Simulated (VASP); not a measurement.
The input files of a VASP run:

KPOINTS:
```
Automatic mesh
0
Gamma
16 16 9
0 0 0
```

### INCAR
```
ENCUT = 400   ! plane-wave cut-off (eV)
ALGO = Normal   ! blocked Davidson
SYSTEM = Be
ISIF = 2   ! forces and stress, cell fixed
ISMEAR = 1   ! Methfessel-Paxton
LASPH = T   ! aspherical one-centre terms
LREAL = F   ! projection in real space or not
NBANDS = 10
NELM = 100
LCHARG = F
SIGMA = 0.1   ! width (eV)
EDIFF = 1E-6   ! SCF stop (eV)
LWAVE = F
PREC = Accurate
GGA = PE   ! PBE
```

**POSCAR**
```
Be
7.30320
  0.1599162011  -0.2769829664   0.0000000000
  0.1599162011   0.2769829664   0.0000000000
  0.0000000000   0.0000000000   0.5000000000
Be
2
Direct
  0.3333330000   0.6666670000   0.2500000000
  0.6666670000   0.3333330000   0.7500000000
```

POTCAR, in this order: Be (PBE.64 set). Program: vasp_std.

### Question
Translate this PBE calculation to Ansatz.

### Answer
One equivalent input (not run):
Ansatz 0.2 input:
```yaml
crystal:
  lattice:
    - [1.1679000, -2.0228620, 0.0000000]
    - [1.1679000, 2.0228620, 0.0000000]
    - [0.0000000, 0.0000000, 3.6516000]
  atoms:
    - { symbol: Be, position: [0.3333330, 0.6666670, 0.2500000] }
    - { symbol: Be, position: [0.6666670, 0.3333330, 0.7500000] }
kpoints:
  mp_grid: { grid: [16, 16, 9] }
hamiltonian:
  xc: pbe
  pseudopotentials: { kind: paw }
scf:
  occupations: { method: methfessel_paxton, width: 0.1 }
  max_iter: 100
output: { forces: true, stress: true, eigenvalues: true }
```
Limits of the translation: each code has its own PAW files, so the cut-off isn't converted (ENCUT is set for VASP's; basis.ecutwfc is left out, and Ansatz then takes the one that its files recommend); Ansatz stops its SCF on the density residual and VASP on the energy change (EDIFF); the number of bands isn't carried over, since the valence differs with the files.

The compound is Be in the hcp structure. The cell was not relaxed at this level. The run is one of a series of settings (NBANDS = 10 against the base run), some of them coarse on purpose.
